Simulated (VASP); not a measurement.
Calculation: LDA (Ceperley-Alder, Perdew-Zunger), VASP's LDA PAW potentials (set 64) (plane waves; VASP).

A VASP calculation is set up with these files.

### INCAR
```
# general
SYSTEM  = TiGe2
PREC    = Accurate
ENCUT   = 300   # plane-wave cut-off (eV)
LREAL   = .FALSE.
LASPH   = .TRUE.   # aspherical one-centre terms

# electronic loop
EDIFF   = 1E-6
NELM    = 100
ALGO    = Normal
LMAXMIX = 4

# smearing
ISMEAR  = 0   # Gaussian
SIGMA   = 0.272

# ions
ISIF    = 2

# output
LWAVE   = .FALSE.
LCHARG  = .FALSE.
```

KPOINTS:
```
Automatic mesh
0
Gamma
1 1 1
0 0 0
```

POSCAR:
```
TiGe2
1
    0.0000000000     4.3089850000     4.3796050000
    2.5122500000     0.0000000000     4.3796050000
    2.5122500000     4.3089850000     0.0000000000
Ti Ge
2 4
Direct
  0.7500000000   0.7500000000   0.7500000000
  0.5000000000   0.5000000000   0.5000000000
  0.0826300000   0.4173700000   0.0826300000
  0.4173700000   0.0826300000   0.4173700000
  0.1673700000   0.8326300000   0.1673700000
  0.8326300000   0.1673700000   0.8326300000
```

POTCAR, in this order: Ti_sv Ge_d (LDA.64 set). Program: vasp_std.

What VASP printed:

File OSZICAR:
```
       N       E                     dE             d eps       ncg     rms          rms(c)
DAV:   1     0.749332153381E+03    0.74933E+03   -0.27874E+04   120   0.313E+03
DAV:   2     0.830004060517E+02   -0.66633E+03   -0.63653E+03    96   0.748E+02
DAV:   3    -0.408837640000E+02   -0.12388E+03   -0.12216E+03   112   0.210E+02
DAV:   4    -0.500296896222E+02   -0.91459E+01   -0.90962E+01   144   0.585E+01
DAV:   5    -0.503579256696E+02   -0.32824E+00   -0.32795E+00   128   0.881E+00    0.182E+01
DAV:   6    -0.445715560467E+02    0.57864E+01   -0.45537E+01   136   0.349E+01    0.119E+01
DAV:   7    -0.430892415248E+02    0.14823E+01   -0.21783E+01   128   0.252E+01    0.701E+00
DAV:   8    -0.423376800357E+02    0.75156E+00   -0.30492E+00   128   0.930E+00    0.263E+00
DAV:   9    -0.423296797188E+02    0.80003E-02   -0.33055E-01   136   0.240E+00    0.238E+00
DAV:  10    -0.422907946549E+02    0.38885E-01   -0.42606E-01   128   0.349E+00    0.145E+00
DAV:  11    -0.422599310972E+02    0.30864E-01   -0.82626E-02   120   0.178E+00    0.356E-01
DAV:  12    -0.422585805853E+02    0.13505E-02   -0.42712E-03   136   0.420E-01    0.909E-02
DAV:  13    -0.422585663321E+02    0.14253E-04   -0.76744E-04   120   0.142E-01    0.619E-02
DAV:  14    -0.422585171707E+02    0.49161E-04   -0.88157E-05   128   0.611E-02    0.271E-02
DAV:  15    -0.422585115474E+02    0.56234E-05   -0.10147E-05   104   0.204E-02    0.191E-02
DAV:  16    -0.422585059340E+02    0.56134E-05   -0.10662E-05   104   0.168E-02    0.165E-03
DAV:  17    -0.422585060412E+02   -0.10723E-06   -0.73623E-07    72   0.538E-03
   1 F= -.42258506E+02 E0= -.42052454E+02  d E =-.412104E+00
```

File OUTCAR:
```
------------------------ aborting loop because EDIFF is reached ----------------------------------------
  FORCE on cell =-STRESS in cart. coord.  units (eV):
  Direction    XX          YY          ZZ          XY          YZ          ZX
  --------------------------------------------------------------------------------------
  Total        2.0239623    -13.4296455     -3.3244473      0.0000000      0.0000000      0.0000000
  in kB       34.1987490   -226.9197811    -56.1729535      0.0000000      0.0000000      0.0000000
  external PRESSURE =     -82.9646619 kB  Pullay stress =       0.0000000 kB
  volume of cell :       94.82
      direct lattice vectors                 reciprocal lattice vectors
     0.000000000  4.308985000  4.379605000    -0.199024779  0.116036607  0.114165547
     2.512250000  0.000000000  4.379605000     0.199024779 -0.116036607  0.114165547
     2.512250000  4.308985000  0.000000000     0.199024779  0.116036607 -0.114165547
 POSITION                                       TOTAL-FORCE (eV/Angst)
 -----------------------------------------------------------------------------------
      3.76837      6.46348      6.56941        -0.000000      0.000000     -0.000000
      2.51225      4.30898      4.37960         0.000000      0.000000      0.000000
      1.25612      0.71210      2.18980        -0.000000      1.832299     -0.000000
      1.25612      3.59688      2.18980        -0.000000     -1.832299     -0.000000
      2.51225      1.44239      4.37960         0.000000     -1.832299     -0.000000
      2.51225      7.17558      4.37960         0.000000      1.832299     -0.000000
 -----------------------------------------------------------------------------------
    total drift:                                0.000000      0.000000      0.000000
  FREE ENERGIE OF THE ION-ELECTRON SYSTEM (eV)
  ---------------------------------------------------
  free  energy   TOTEN  =       -42.2585060412 eV

  energy  without entropy=      -41.8464016625  energy(sigma->0) =      -42.05245385
```
(Selected blocks of OUTCAR.)

At this cut-off the stress carries a Pulay error, which pulls relaxed volumes low.

The structure comes from a computed database's TiGe2 entry (Fddd); how it stands against other phases isn't given here. The cell was not relaxed at this level. The k-mesh is coarse (spacing up to 1.62 per Å, 2π included), so the numbers may not be converged in it. The run is one of a series of settings (KPOINTS 1×1×1 Γ-centred mesh against the base run), some of them coarse on purpose.
